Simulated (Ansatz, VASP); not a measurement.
## Cu3SeF: VASP beside Ansatz

File INCAR:

```
SYSTEM = Cu3SeF
ALGO = Fast
EDIFF = 1E-6
ENCUT = 520
GGA = CA
ISIF = 2
ISMEAR = 0
LASPH = .True.
LCHARG = .True.
LELF = .True.
LREAL = .False.
LVHAR = .True.
LWAVE = .False.
NBANDS = 31
NELM = 100
PREC = Accurate
SIGMA = 0.05
```

KPOINTS

```
k-points
0
Gamma
  4 4 4
  0 0 0
```

Contents of POSCAR:

```
Cu3SeF
1.0
    4.0947561653      0.0000000000      0.0000000000
    0.0000000000      4.0947561653      0.0000000000
    0.0000000000      0.0000000000      4.0947561653
Se F Cu
1 1 3
Direct
    0.0000000000      0.0000000000      0.0000000000
    0.5000000000      0.5000000000      0.5000000000
    0.5000000000      0.5000000000      0.0000000000
    0.5000000000      0.0000000000      0.5000000000
    0.0000000000      0.5000000000      0.5000000000
```

Input for Ansatz:

```yaml
crystal:
  lattice:
    - [4.0947561653, 0.0, 0.0]
    - [0.0, 4.0947561653, 0.0]
    - [0.0, 0.0, 4.0947561653]
  atoms:
    - { symbol: Se, position: [0.0, 0.0, 0.0] }
    - { symbol: F, position: [0.5, 0.5, 0.5] }
    - { symbol: Cu, position: [0.5, 0.5, 0.0] }
    - { symbol: Cu, position: [0.5, 0.0, 0.5] }
    - { symbol: Cu, position: [0.0, 0.5, 0.5] }
basis:
  ecutwfc: 420
kpoints:
  mp_grid: { grid: [4, 4, 4] }
hamiltonian:
  xc: lda
scf:
  occupations: { method: gaussian, width: 0.05 }
output:
  forces: true
  stress: true
  eigenvalues: true
```

The cell comes from a database or a generator and needn't be the stable form of this composition.

Alike in both runs: task single point; functional LDA; k mesh 4 × 4 × 4; occupations gaussian, width 0.05 eV; no spin polarisation.

```csv
,VASP,Ansatz
version,VASP 6.6.1,Ansatz 0.2.0
potentials or method,"VASP PAW LDA potentials, release 64 (Se, F, Cu)","scalar-relativistic, plane waves, PAW"
plane-wave cutoff (eV),520,420
valence electrons in the cell,46,80
```

```csv
,VASP,Ansatz,Ansatz less VASP
gap on the k mesh at the Fermi level (eV),none,none,-
pressure (GPa),-2.6,-2.9,-0.24
```

A gap of «none» marks a metal or a gap that the smearing closes. The two sets of potentials don't hold the same shells in valence.

Caveats: the k mesh is coarse (spacing up to 0.38 Å⁻¹), so the values aren't converged; the run has no spin polarisation, though such a crystal can be magnetic; semilocal functionals often make such compounds metallic where correlation or magnetic order opens a gap, which also shifts bond lengths. With open d or f shells a metallic result of LDA can be an artefact of self-interaction; +U or a hybrid may open a gap.
